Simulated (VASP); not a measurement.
# From one sheet to two: 1T-PtSe2 monolayer, part 3 of 6

What are the lattice, gap and band positions of 1T-PtSe2 monolayer, and what does a second sheet change?

VASP 6.6.1, plane waves and PAW; the level of theory is named at each step.

So far, least gap on mesh and path (eV): step 4 (vacuum level and density of states) 1.29.

## 5. The slab in a field, field -0.1

Level of this step: optB86b-vdW; plane waves and PAW (Pt, Se) (VASP).

A field across the slab, with the atoms held, gives the electronic response: the dipole changes linearly with the field, and the energy has a linear term from the slab's own dipole and a quadratic one from its polarisability.

INCAR reads:

```
SYSTEM = PtSe2
PREC = Normal
ENCUT = 350
EDIFF = 1E-06
NELM = 120
ISMEAR = 0
SIGMA = 0.03
LREAL = .FALSE.
ALGO = Fast
GGA = MK
AGGAC = 0
LUSE_VDW = .TRUE.
PARAM1 = 0.1234
PARAM2 = 1
LASPH = .TRUE.
NBANDS = 17
LORBIT = 11
LWAVE = .FALSE.
LCHARG = .FALSE.
KPAR = 4
IDIPOL = 3
LDIPOL = .TRUE.
DIPOL = 0.5 0.5 0.5
EFIELD = -0.1
```

POSCAR reads:

```
PtSe2
1.0
    3.7077323683      0.0000000000      0.0000000000
   -1.8538661842      3.2109904214      0.0000000000
    0.0000000000      0.0000000000     22.0000000000
Pt Se
1 2
Direct
    0.0000000000      0.0000000000      0.5000000000
    0.3333333333      0.6666666667      0.4394234961
    0.6666666667      0.3333333333      0.5605765039
```

KPOINTS reads:

```
Automatic mesh
0
Gamma
9 9 1
0 0 0
```

PAW data sets: Pt and Se (PBE family, release 64).

On the command line:

```
$ mpirun -np 4 vasp_std
```

Output:

```text
[... set-up lines as in an earlier step ...]
 entering main loop
       N       E                     dE             d eps       ncg     rms          rms(c)
DAV:   1     0.148442030610E+03    0.14844E+03   -0.62093E+03   408   0.698E+02
DAV:   2     0.601612089613E+01   -0.14243E+03   -0.13545E+03   595   0.153E+02
DAV:   3    -0.914453739923E+01   -0.15161E+02   -0.14806E+02   500   0.607E+01
DAV:   4    -0.939301887650E+01   -0.24848E+00   -0.24814E+00   542   0.880E+00
DAV:   5    -0.939689872588E+01   -0.38798E-02   -0.38782E-02   534   0.107E+00    0.120E+01
RMM:   6    -0.873831783630E+01    0.65858E+00   -0.43165E+00   429   0.117E+01    0.655E+00
RMM:   7    -0.857072399280E+01    0.16759E+00   -0.64964E-01   410   0.504E+00    0.312E+00
RMM:   8    -0.853548690470E+01    0.35237E-01   -0.65236E-02   483   0.175E+00    0.507E-01
RMM:   9    -0.853342165758E+01    0.20652E-02   -0.17262E-02   501   0.774E-01    0.194E-01
RMM:  10    -0.853332024464E+01    0.10141E-03   -0.28382E-03   534   0.287E-01    0.132E-01
RMM:  11    -0.853341850283E+01   -0.98258E-04   -0.76585E-04   495   0.180E-01    0.536E-02
RMM:  12    -0.853337128807E+01    0.47215E-04   -0.28353E-04   514   0.988E-02    0.127E-02
RMM:  13    -0.853335983128E+01    0.11457E-04   -0.72194E-05   524   0.458E-02    0.128E-02
RMM:  14    -0.853336483862E+01   -0.50073E-05   -0.21112E-05   527   0.222E-02    0.334E-03
RMM:  15    -0.853338327593E+01   -0.18437E-04   -0.32882E-06   412   0.104E-02    0.197E-03
RMM:  16    -0.853341681643E+01   -0.33541E-04   -0.64544E-06   414   0.917E-03    0.218E-03
RMM:  17    -0.853342744398E+01   -0.10628E-04   -0.28313E-06   400   0.582E-03    0.104E-03
RMM:  18    -0.853342968742E+01   -0.22434E-05   -0.64701E-07   368   0.346E-03    0.342E-04
RMM:  19    -0.853343085809E+01   -0.11707E-05   -0.18208E-07   308   0.258E-03    0.298E-04
RMM:  20    -0.853343162218E+01   -0.76409E-06   -0.53591E-08   271   0.190E-03
   1 F= -.85334316E+01 E0= -.85334316E+01  d E =-.227288E-13
```

It took 54 s on 4 MPI ranks of Intel Xeon 6975P-C (Granite Rapids), shared host; peak memory 1.6 GiB.

From OUTCAR (step 5):

```text
   NELECT =      22.0000    total number of electrons

 dipolmoment           0.000000      0.000000     -0.032805 electrons x Angstroem

 E-fermi :  -3.0555

 k-point     1 :       0.0000    0.0000    0.0000
  band No.  band energies     occupation
    ...
      7      -6.0749      2.00000
      8      -4.5391      2.00000
      9      -3.9254      2.00000
     10      -3.2031      2.00000
     11      -3.2031      2.00000
     12      -0.2971      0.00000
     13      -0.2971      0.00000
     14       0.9409      0.00000
     15       1.5799      0.00000
     16       2.1605      0.00000
    ...

Total vdW correction in eV:      3.8367994

  Total       -0.0046434     -0.0046434     -0.0869759      0.0000000      0.0000000      0.0000000
  in kB       -0.0284038     -0.0284038     -0.5320338      0.0000000      0.0000000      0.0000000
  external PRESSURE =      -0.1962805 kB  Pullay stress =       0.0000000 kB

 POSITION                                       TOTAL-FORCE (eV/Angst)
 -----------------------------------------------------------------------------------
      0.00000      0.00000     11.00000         0.000000     -0.000000     -0.000591
     -0.00000      2.14066      9.66732        -0.000000      0.000000     -0.000128
      1.85387      1.07033     12.33268         0.000000     -0.000000      0.000719
 -----------------------------------------------------------------------------------
    total drift:                                0.000001     -0.000000     -0.000086

  FREE ENERGIE OF THE ION-ELECTRON SYSTEM (eV)
  ---------------------------------------------------
  free  energy   TOTEN  =        -8.5334316222 eV

  energy  without entropy=       -8.5334316222  energy(sigma->0) =       -8.53343162

Total vdW correction in eV:      3.8367978

 vacuum level on the upper side and lower side of the slab         2.668         1.376

[... 8 parts as in an earlier step ...]

[... 9 further parts left out ...]
```

Numbers from this step:

* electronic cycles: 20
* free energy (TOTEN): -8.533 eV
* Fermi energy: -3.055 eV
* dipole moment: 0, 0, -0.03281 e·Å

VASP counts the dipole in electrons times Å, so a positive number points the physical dipole along −c. A positive EFIELD is likewise a physical field along −c.

Energy at zero smearing: -8.53343 eV.

## 6. The slab in a field, field 0.1

INCAR, as its differences from that of step 5:

```diff
@@ -23,2 +23,2 @@
 DIPOL = 0.5 0.5 0.5
-EFIELD = -0.1
+EFIELD = 0.1
```

POSCAR is that of step 5.

KPOINTS is that of step 5.

On the command line:

```
$ mpirun -np 4 vasp_std
```

Output:

```text
[... set-up lines as in an earlier step ...]
 entering main loop
       N       E                     dE             d eps       ncg     rms          rms(c)
DAV:   1     0.148293402566E+03    0.14829E+03   -0.62075E+03   408   0.698E+02
DAV:   2     0.426146185560E+01   -0.14403E+03   -0.13868E+03   643   0.153E+02
DAV:   3    -0.918345860977E+01   -0.13445E+02   -0.13384E+02   496   0.583E+01
DAV:   4    -0.939309201687E+01   -0.20963E+00   -0.20938E+00   551   0.820E+00
[...]
RMM:  18    -0.853342971921E+01   -0.27723E-05   -0.82414E-07   376   0.372E-03    0.337E-04
RMM:  19    -0.853343080151E+01   -0.10823E-05   -0.17469E-07   298   0.248E-03    0.236E-04
RMM:  20    -0.853343163171E+01   -0.83020E-06   -0.56275E-08   281   0.198E-03
   1 F= -.85334316E+01 E0= -.85334316E+01  d E =-.181859E-13
```

Run time: 55 s. Hardware: 4 MPI ranks; peak memory 1.6 GiB.

Parts of OUTCAR (step 6):

```text
  Total       -0.0046646     -0.0046646     -0.0869952      0.0000000      0.0000000      0.0000000
  in kB       -0.0285335     -0.0285335     -0.5321524      0.0000000      0.0000000      0.0000000
  external PRESSURE =      -0.1964065 kB  Pullay stress =       0.0000000 kB

 POSITION                                       TOTAL-FORCE (eV/Angst)
 -----------------------------------------------------------------------------------
      0.00000      0.00000     11.00000         0.000000     -0.000000      0.000595
     -0.00000      2.14066      9.66732        -0.000000      0.000000     -0.000689
      1.85387      1.07033     12.33268         0.000000     -0.000000      0.000094
 -----------------------------------------------------------------------------------
    total drift:                               -0.000001      0.000000      0.000132

  FREE ENERGIE OF THE ION-ELECTRON SYSTEM (eV)
  ---------------------------------------------------
  free  energy   TOTEN  =        -8.5334316317 eV

  energy  without entropy=       -8.5334316317  energy(sigma->0) =       -8.53343163

[... 2 parts as in an earlier step ...]

[... 1 further part left out ...]
[key lines of the parts left out:]
E-fermi :  -3.0548
```

This step gave:

* dipole moment: 0, 0, 0.03281 e·Å

Energy at zero smearing: -8.53343 eV.

## 7. With spin-orbit coupling

This step: optB86b-vdW, spin-orbit coupling; plane waves and PAW (Pt, Se) (VASP 6.6.1).

For heavy elements spin-orbit coupling shifts the highest filled levels.

INCAR, as its differences from that of step 6:

```diff
@@ -15,4 +15,8 @@
 LASPH = .TRUE.
-NBANDS = 17
-LORBIT = 11
+LNONCOLLINEAR = .TRUE.
+MAGMOM = 0 0 0 0 0 0 0 0 0
+NBANDS = 34
+GGA_COMPAT = .FALSE.
+LSORBIT = .TRUE.
+LMAXMIX = 4
 LWAVE = .FALSE.
@@ -23,2 +27 @@
 DIPOL = 0.5 0.5 0.5
-EFIELD = 0.1
```

POSCAR is that of step 6.

KPOINTS is that of step 6.

KPOINTS_OPT reads:

```
Line mode
14
Line-mode
Reciprocal
  0.00000000   0.00000000   0.00000000 GAMMA
  0.50000000   0.00000000   0.00000000 M

  0.50000000   0.00000000   0.00000000 M
  0.33333333   0.33333333   0.00000000 K

  0.33333333   0.33333333   0.00000000 K
  0.00000000   0.00000000   0.00000000 GAMMA
```

On the command line:

```
$ mpirun -np 4 vasp_ncl
```

Output:

```text
[... set-up lines as in an earlier step ...]
 entering main loop
       N       E                     dE             d eps       ncg     rms          rms(c)
DAV:   1     0.152073054655E+03    0.15207E+03   -0.58687E+03   824   0.697E+02
DAV:   2     0.875225397703E+01   -0.14332E+03   -0.13123E+03  1196   0.158E+02
DAV:   3    -0.940931040330E+01   -0.18162E+02   -0.17879E+02  1000   0.646E+01
DAV:   4    -0.982005339297E+01   -0.41074E+00   -0.40913E+00  1034   0.109E+01
DAV:   5    -0.982652629813E+01   -0.64729E-02   -0.64694E-02  1034   0.132E+00    0.136E+01
RMM:   6    -0.913948897897E+01    0.68704E+00   -0.45984E+00   845   0.121E+01    0.774E+00
RMM:   7    -0.896467395358E+01    0.17482E+00   -0.63139E-01   832   0.503E+00    0.411E+00
RMM:   8    -0.893957566566E+01    0.25098E-01   -0.35304E-02   870   0.126E+00    0.138E+00
RMM:   9    -0.893202179052E+01    0.75539E-02   -0.22488E-02   989   0.963E-01    0.215E-01
RMM:  10    -0.893250271092E+01   -0.48092E-03   -0.41256E-03  1042   0.333E-01    0.133E-01
RMM:  11    -0.893250159428E+01    0.11166E-05   -0.49697E-04  1001   0.152E-01    0.435E-02
RMM:  12    -0.893250775046E+01   -0.61562E-05   -0.14078E-04  1076   0.722E-02    0.200E-02
RMM:  13    -0.893251014737E+01   -0.23969E-05   -0.43613E-05  1053   0.382E-02    0.718E-03
RMM:  14    -0.893252402600E+01   -0.13879E-04   -0.13934E-05  1019   0.205E-02    0.342E-03
RMM:  15    -0.893253199542E+01   -0.79694E-05   -0.38478E-06   943   0.106E-02    0.180E-03
RMM:  16    -0.893254179780E+01   -0.98024E-05   -0.12334E-06   792   0.573E-03    0.124E-03
RMM:  17    -0.893255687634E+01   -0.15079E-04   -0.36985E-06   874   0.696E-03    0.136E-03
RMM:  18    -0.893255854242E+01   -0.16661E-05   -0.51904E-07   749   0.316E-03    0.115E-03
RMM:  19    -0.893256056444E+01   -0.20220E-05   -0.45457E-07   755   0.356E-03    0.506E-04
RMM:  20    -0.893256113250E+01   -0.56806E-06   -0.14978E-07   679   0.229E-03
   1 F= -.89325611E+01 E0= -.89325611E+01  d E =-.470067E-22  mag=     0.0000    -0.0000    -0.0000
 Start KPOINTS_OPT (optional k-point list driver)
k-point batch [1-12\42]
       N       E                     dE             ncg
DAV:   1    -0.182414700719E+03   -0.25471E+04      824
DAV:   2    -0.183617326563E+04   -0.16538E+04     1182
DAV:   3    -0.206972831230E+04   -0.23356E+03     1020
DAV:   4    -0.207543740789E+04   -0.57091E+01     1024
DAV:   5    -0.207555841618E+04   -0.12101E+00     1056
DAV:   6    -0.207556169491E+04   -0.32787E-02     1152
DAV:   7    -0.207556176028E+04   -0.65370E-04     1044
DAV:   8    -0.207556176314E+04   -0.28603E-05      984
DAV:   9    -0.207556176329E+04   -0.14906E-06      686
[...]
k-point batch [37-42\42]
       N       E                     dE             ncg
DAV:   1     0.257235373238E+04   -0.42210E+03      424
DAV:   2     0.178479541943E+04   -0.78756E+03      536
DAV:   3     0.166113524348E+04   -0.12366E+03      566
DAV:   4     0.165836509155E+04   -0.27702E+01      470
DAV:   5     0.165828649423E+04   -0.78597E-01      590
DAV:   6     0.165828442250E+04   -0.20717E-02      576
DAV:   7     0.165828438373E+04   -0.38766E-04      598
DAV:   8     0.165828438169E+04   -0.20385E-05      496
DAV:   9     0.165828438168E+04   -0.13370E-07      406
```

It took 2.7 min on 4 MPI ranks; peak memory 2.7 GiB; 11 min of CPU time.

OUTCAR, selected parts (step 7):

```text
   k-points           NKPTS =     12   k-points in BZ     NKDIM =     12   number of bands    NBANDS=     34

   NELECT =      22.0000    total number of electrons

 dipolmoment           0.000000      0.000000     -0.000000 electrons x Angstroem

 E-fermi :  -2.8004

 k-point     1 :       0.0000    0.0000    0.0000
  band No.  band energies     occupation
    ...
     18      -4.0257      1.00000
     19      -3.3622      1.00000
     20      -3.3622      1.00000
     21      -2.9970      1.00000
     22      -2.9970      1.00000
     23      -0.3182      0.00000
     24      -0.3182      0.00000
     25      -0.2842      0.00000
     26      -0.2842      0.00000
     27       0.9805      0.00000
    ...

Total vdW correction in eV:      3.8359483

  Total        0.0644328      0.0644328     -0.0007039     -0.0000000      0.0000000      0.0000000
  in kB        0.3941372      0.3941372     -0.0043060     -0.0000000      0.0000000      0.0000000
  external PRESSURE =       0.2613228 kB  Pullay stress =       0.0000000 kB

 POSITION                                       TOTAL-FORCE (eV/Angst)
 -----------------------------------------------------------------------------------
      0.00000      0.00000     11.00000        -0.000000      0.000000      0.000000
     -0.00000      2.14066      9.66732        -0.000000      0.000000     -0.031974
      1.85387      1.07033     12.33268         0.000000     -0.000000      0.031974
 -----------------------------------------------------------------------------------
    total drift:                                0.000000     -0.000000      0.000000

  FREE ENERGIE OF THE ION-ELECTRON SYSTEM (eV)
  ---------------------------------------------------
  free  energy   TOTEN  =        -8.9325611325 eV

  energy  without entropy=       -8.9325611325  energy(sigma->0) =       -8.93256113

Total vdW correction in eV:      3.8359595

 vacuum level on the upper side and lower side of the slab         2.382         2.382

 Spin-Orbit-Coupling matrix elements
 Ion:    1  E_soc:     -0.7405447
 Ion:    2  E_soc:     -0.0297278
 Ion:    3  E_soc:     -0.0297278

[... 7 parts as in an earlier step ...]

[... 8 further parts left out ...]
```

Numbers from this step:

```yaml
free_energy_toten: -8.933 eV
fermi_energy: -2.800 eV
least_gap_on_mesh_and_path: 1.106 eV
least_direct_gap_on_mesh_and_path: 1.368 eV
dipole_moment: 0, 0, 0 e·Å
```

On-site spin-orbit energy by atom:

```tsv
atom	on-site spin-orbit energy (eV)
Pt1	-0.741
Se2	-0.030
Se3	-0.030
```

Electronic bands along the path, in eV, zero at the valence-band top; v1 is the highest filled band, c1 the lowest empty one:

```tsv
point	v4	v3	v2	v1	c1	c2	c3	c4
Γ	-0.37	-0.37	0.00	0.00	2.68	2.68	2.71	2.71
0.54 of the way	-0.74	-0.74	-0.40	-0.40	1.19	1.19	2.29	2.29
M	-1.90	-1.90	-1.59	-1.59	2.15	2.15	2.43	2.43
0.46 of the way	-1.49	-1.49	-1.16	-1.16	1.71	1.71	2.01	2.01
K	-1.26	-1.26	-1.08	-1.08	1.52	1.52	1.53	1.53
0.46 of the way	-1.07	-1.07	-0.28	-0.28	1.39	1.39	1.69	1.69
Γ	-0.37	-0.37	0.00	0.00	2.68	2.68	2.71	2.71
```

The path shows an indirect gap of 1.11 eV (valence top at Γ, conduction bottom between Γ and M). The least direct gap is 1.38 eV.

## 8. A rigid stacking

This step: optB86b-vdW; plane waves and PAW (Pt, Se) (VASP 6.6.1).

System of this step: bilayer of 1T-PtSe2 monolayer. The cell holds 6 atoms: 2 Pt and 4 Se. Cell: a = 3.708 Å, b = 3.708 Å, c = 25.431 Å, α = 90.0°, β = 90.0°, γ = 120.0°. upper sheet same orientation, shifted by (0.00, 0.00). Vacuum lies along c.

Two rigid sheets are set at a typed distance in several high-symmetry stackings, to find where to start. The upper sheet is shifted or turned in the plane and never flipped over.

INCAR reads:

```
SYSTEM = PtSe2
PREC = Normal
ENCUT = 350
EDIFF = 1E-05
NELM = 120
ISMEAR = 0
SIGMA = 0.03
LREAL = .FALSE.
ALGO = Fast
GGA = MK
AGGAC = 0
LUSE_VDW = .TRUE.
PARAM1 = 0.1234
PARAM2 = 1
LASPH = .TRUE.
NBANDS = 28
LORBIT = 11
LWAVE = .FALSE.
LCHARG = .FALSE.
KPAR = 4
IDIPOL = 3
LDIPOL = .TRUE.
DIPOL = 0.5 0.5 0.5
```

POSCAR reads:

```
PtSe2
1.0
    3.7077323683      0.0000000000      0.0000000000
   -1.8538661842      3.2109904214      0.0000000000
    0.0000000000      0.0000000000     25.4307323432
Pt Se
2 4
Direct
    0.0000000000      0.0000000000      0.3866456900
    0.0000000000      0.0000000000      0.6133543100
    0.3333333300      0.6666666700      0.3342412600
    0.6666666700      0.3333333300      0.4390501200
    0.3333333300      0.6666666700      0.5609498800
    0.6666666700      0.3333333300      0.6657587400
```

KPOINTS is that of step 7.

On the command line:

```
$ mpirun -np 4 vasp_std
```

Output:

```text
[banner, memory and clock lines left out]
running    4 mpi-ranks, on    1 nodes
 distrk:  each k-point on    1 cores,    4 groups
 distr:  one band on    1 cores,    1 groups

 POSCAR found type information on POSCAR PtSe
 POSCAR found :  2 types and       6 ions
 [... a notice as in an earlier step ...]

 [... a notice as in an earlier step ...]

 LDA part: xc-table for (Slater+PW92), standard interpolation
 POSCAR, INCAR and KPOINTS ok, starting setup
 FFT: planning ... GRIDC
 FFT: planning ... GRID_SOFT
 FFT: planning ... GRID
 WAVECAR not read
 entering main loop
       N       E                     dE             d eps       ncg     rms          rms(c)
DAV:   1     0.285504171230E+03    0.28550E+03   -0.13900E+04   672   0.916E+02
DAV:   2     0.731906541368E+01   -0.27819E+03   -0.26871E+03   952   0.203E+02
DAV:   3    -0.184073808499E+02   -0.25726E+02   -0.25269E+02   804   0.689E+01
DAV:   4    -0.190192021235E+02   -0.61182E+00   -0.60705E+00   852   0.113E+01
DAV:   5    -0.190318298876E+02   -0.12628E-01   -0.12622E-01   832   0.157E+00    0.171E+01
RMM:   6    -0.177353012198E+02    0.12965E+01   -0.93102E+00   684   0.145E+01    0.929E+00
RMM:   7    -0.174051394911E+02    0.33016E+00   -0.14005E+00   672   0.639E+00    0.438E+00
RMM:   8    -0.173389951131E+02    0.66144E-01   -0.12904E-01   707   0.211E+00    0.712E-01
RMM:   9    -0.173365721926E+02    0.24229E-02   -0.52132E-02   743   0.112E+00    0.245E-01
RMM:  10    -0.173368604203E+02   -0.28823E-03   -0.59590E-03   805   0.376E-01    0.193E-01
RMM:  11    -0.173370065041E+02   -0.14608E-03   -0.13106E-03   833   0.156E-01    0.120E-01
RMM:  12    -0.173370521850E+02   -0.45681E-04   -0.31258E-04   761   0.931E-02    0.392E-02
RMM:  13    -0.173370646754E+02   -0.12490E-04   -0.96951E-05   759   0.509E-02    0.261E-02
RMM:  14    -0.173370825187E+02   -0.17843E-04   -0.39123E-05   544   0.290E-02    0.639E-03
RMM:  15    -0.173370871064E+02   -0.45878E-05   -0.85431E-06   431   0.129E-02
   1 F= -.17337087E+02 E0= -.17337087E+02  d E =-.142944E-14
```

Elapsed: 50 s, on 4 MPI ranks; peak memory 1.8 GiB; 3.2 min of CPU time.

Parts of OUTCAR (step 8):

```text
   k-points           NKPTS =     12   k-points in BZ     NKDIM =     12   number of bands    NBANDS=     28

   ENCUT  =  350.0 eV  25.72 Ry    5.07 a.u.   5.66  5.66 38.79*2*pi/ulx,y,z

   NELECT =      44.0000    total number of electrons

 E-fermi :  -0.7699

 k-point     1 :       0.0000    0.0000    0.0000
  band No.  band energies     occupation
    ...
     18      -1.3789      2.00000
     19      -1.3789      2.00000
     20      -1.3108      2.00000
     21      -1.3018      2.00000
     22      -1.3018      2.00000
     23       1.4878      0.00000
     24       1.4878      0.00000
     25       1.6411      0.00000
     26       1.6411      0.00000
     27       2.9681      0.00000
    ...

Total vdW correction in eV:      7.2471266

  Total        0.4074978      0.4074978     -0.4668786     -0.0000000      0.0000000      0.0000000
  in kB        2.1564014      2.1564014     -2.4706333     -0.0000000      0.0000000      0.0000000
  external PRESSURE =       0.6140565 kB  Pullay stress =       0.0000000 kB

 POSITION                                       TOTAL-FORCE (eV/Angst)
 -----------------------------------------------------------------------------------
      0.00000      0.00000      9.83268        -0.000000      0.000000      0.102570
      0.00000      0.00000     15.59805        -0.000000     -0.000000     -0.102570
     -0.00000      2.14066      8.50000         0.000000     -0.000000     -0.049804
      1.85387      1.07033     11.16537        -0.000000      0.000000      0.046701
     -0.00000      2.14066     14.26537         0.000000     -0.000000     -0.046701
      1.85387      1.07033     16.93073        -0.000000      0.000000      0.049804
 -----------------------------------------------------------------------------------
    total drift:                                0.000000      0.000000      0.000000

  FREE ENERGIE OF THE ION-ELECTRON SYSTEM (eV)
  ---------------------------------------------------
  free  energy   TOTEN  =       -17.3370871064 eV

  energy  without entropy=      -17.3370871064  energy(sigma->0) =      -17.33708711

Total vdW correction in eV:      7.2470631

 vacuum level on the upper side and lower side of the slab         4.455         4.455

[... 2 parts as in an earlier step ...]

[... 14 further parts left out ...]
```

This step gave:

```
electronic cycles              : 15
electrons                      : 44
free energy (TOTEN)            : -17.34 eV
Fermi energy                   : -0.7699 eV
gap on the k-mesh              : 0.7645 eV
least direct gap on the k-mesh : 1.091 eV
```

Force by atom:

```tsv
atom	x (eV/Å)	y (eV/Å)	z (eV/Å)	size
Pt1	0.000	0.000	0.103	0.103
Pt2	0.000	0.000	-0.103	0.103
Se3	0.000	0.000	-0.050	0.050
Se4	0.000	0.000	0.047	0.047
Se5	0.000	0.000	-0.047	0.047
Se6	0.000	0.000	0.050	0.050
```

Energy at zero smearing: -17.33709 eV.

(Part 3 of 6 ends here.)

[Lines on the potential files, build, host, timing and source positions are cut from VASP's logs without a mark.]

[Logs are printed without paths, hosts, clocks, repeated set-up lines and the standing remarks that a program may print on its own settings, such as how far it seeks lower states.]

[Hosts, paths, dates, database ids (printed as entryN), source tags and the programs' standing remarks are cut or masked in the printed files.]

[Runs that stopped without an error message from VASP are left out.]
